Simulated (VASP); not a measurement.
Given:

```xyz
4
Lattice="4.8480 0.0000 0.0000 0.0000 4.8480 0.0000 0.0000 0.0000 5.1554" Properties=species:S:1:pos:R:3 pbc="T T T"
In     2.4240     2.4240     0.0000
In     0.0000     0.0000     0.0000
Bi     2.4240     0.0000     1.8560
Bi     0.0000     2.4240     3.2994
```

Level of theory: PBEsol GGA, VASP's PBE PAW potentials (set 64) (plane waves; VASP). Run with 300 eV cut-off, 5×5×5 Γ-centred mesh, Gaussian smearing of 0.27 eV, potentials In_d Bi_d.

At this cut-off the stress carries a Pulay error, which pulls relaxed volumes low.

Q: Give the force on each atom (eV/Å).

A: 
```csv
atom,Fx,Fy,Fz
In1,0.000,0.000,0.000
In2,0.000,0.000,0.000
Bi3,0.000,0.000,0.420
Bi4,0.000,0.000,-0.420
```

Q: Give the stress tensor in GPa (positive for a compressed cell).

A: 
```
-0.17   0.00   0.00
 0.00  -0.17   0.00
 0.00   0.00  -0.50
```
The pressure is its mean diagonal, -0.28 GPa.

The structure comes from a computed database's InBi entry (P4/nmm); how it stands against other phases isn't given here. The cell was not relaxed at this level.
